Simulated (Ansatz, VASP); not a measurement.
One calculation of ScGa3, two programs

```
Sc Ga
1.0
     3.99908    0.00000    0.00000
     0.00000    3.99908    0.00000
     0.00000    0.00000    3.99908
Sc Ga
1 3
Cartesian
  0.0000 0.0000 0.0000
  0.0000 1.9995 1.9995
  1.9995 0.0000 1.9995
  1.9995 1.9995 0.0000
```

Alike in both runs: functional LDA; k mesh 10 × 10 × 10; occupations fermi-dirac, width 0.15 eV; no spin polarisation.

Ansatz relaxed the structure, and its values are those at the end. VASP's run is a single point on that final structure, the one shown.

|  | VASP | Ansatz |
| --- | --- | --- |
| version | VASP 6.6.1 | Ansatz 0.2.0 |
| potentials or method | VASP PAW LDA potentials, release 64 (Sc_sv, Ga_d) | scalar-relativistic, plane waves, PAW |
| plane-wave cutoff (eV) | 520 | 420 |
| valence electrons in the cell | 50 | 50 |

VASP gave:

- gap on the k mesh at the Fermi level (eV): none
- pressure (GPa): 0.3

Q: What did Ansatz give for the same quantities?

A: gap on the k mesh at the Fermi level (eV): none; pressure (GPa): 0.0.

A gap of «none» marks a metal or a gap that the smearing closes.
